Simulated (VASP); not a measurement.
Input:

```
C
1.0
    2.46127     0.00000     0.00000
   -1.23064     2.13153     0.00000
    0.00000     0.00000     7.02881
C
4
Direct
  0.00000   0.00000   0.25000
  0.00000   0.00000   0.75000
  0.33333   0.66667   0.25000
  0.66667   0.33333   0.75000
```

Computed with PBEsol GGA, VASP's PBE PAW potentials (set 64) (plane waves; VASP). Numerical set-up: 520 eV cut-off, 9×9×3 Γ-centred mesh, Gaussian smearing of 0.050 eV, potentials C.

Without a dispersion term in the relaxation, distances and binding between the weakly bound layers, chains or molecules are unreliable, and so is what depends on them.

Task: What does the run give for the energy per atom (σ→0), band gap (on the k-mesh) with the smallest direct gap where there is one?

Result: 
```json
{
 "band gap (on the k-mesh)": "none (metal, semimetal or under 0.01 eV)",
 "energy per atom (σ→0)": "-9.640 eV/atom"
}
```

Only differences to runs with the same potentials and settings are physical.

The structure comes from a measured C entry (P6_3/mmc) of the Crystallography Open Database, whose conditions weren't checked. It was relaxed first. The k-mesh is coarse (spacing up to 0.33 per Å, 2π included), so the numbers may not be converged in it. The start is the result of an earlier pass.
